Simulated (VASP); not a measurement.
A VASP calculation is set up with these files.

**INCAR**
```
SYSTEM = Mg2Sn
PREC = Accurate; ENCUT = 300; LREAL = .FALSE.
LASPH = .TRUE.
EDIFF = 1E-6; NELM = 100; ALGO = Normal
LMAXMIX = 4
ISMEAR = -1; SIGMA = 0.05
ISIF = 2
LWAVE = .FALSE.; LCHARG = .FALSE.
```

File POSCAR:
```
Mg2Sn
1
    0.0000000000     3.4815600000     3.4815600000
    3.4815600000     0.0000000000     3.4815600000
    3.4815600000     3.4815600000     0.0000000000
Mg Sn
2 1
Direct
  0.2460160000   0.2524890000   0.2508830000
  0.7478290000   0.7526010000   0.7501190000
  0.0061540000  -0.0050900000  -0.0010020000
```

**KPOINTS**
```
Automatic mesh
0
Gamma
6 6 6
0 0 0
```

POTCAR, in this order: Mg Sn_d (LDA.64 set). Program: vasp_std.

Write an equivalent input for Ansatz.

One equivalent input (not run):
Ansatz 0.2 input:
```yaml
crystal:
  lattice:
    - [0.0000000, 3.4815600, 3.4815600]
    - [3.4815600, 0.0000000, 3.4815600]
    - [3.4815600, 3.4815600, 0.0000000]
  atoms:
    - { symbol: Mg, position: [0.2460160, 0.2524890, 0.2508830] }
    - { symbol: Mg, position: [0.7478290, 0.7526010, 0.7501190] }
    - { symbol: Sn, position: [0.0061540, -0.0050900, -0.0010020] }
kpoints:
  mp_grid: { grid: [6, 6, 6] }
hamiltonian:
  xc: lda
  pseudopotentials: { kind: paw }
scf:
  occupations: { method: fermi_dirac, width: 0.05 }
  max_iter: 100
output: { forces: true, stress: true, eigenvalues: true }
```
The two are equivalent in intent, not identical: each code has its own PAW files, so the cut-off isn't converted (ENCUT is set for VASP's; basis.ecutwfc is left out, and Ansatz then takes the one that its files recommend); Ansatz stops its SCF on the density residual and VASP on the energy change (EDIFF); Ansatz's lda is the Perdew-Wang form, while the LDA potentials of VASP carry Perdew-Zunger's.

The structure comes from a computed database's Mg2Sn entry; how it stands against other phases isn't given here. The cell was not relaxed at this level, atoms are displaced from their ideal sites.
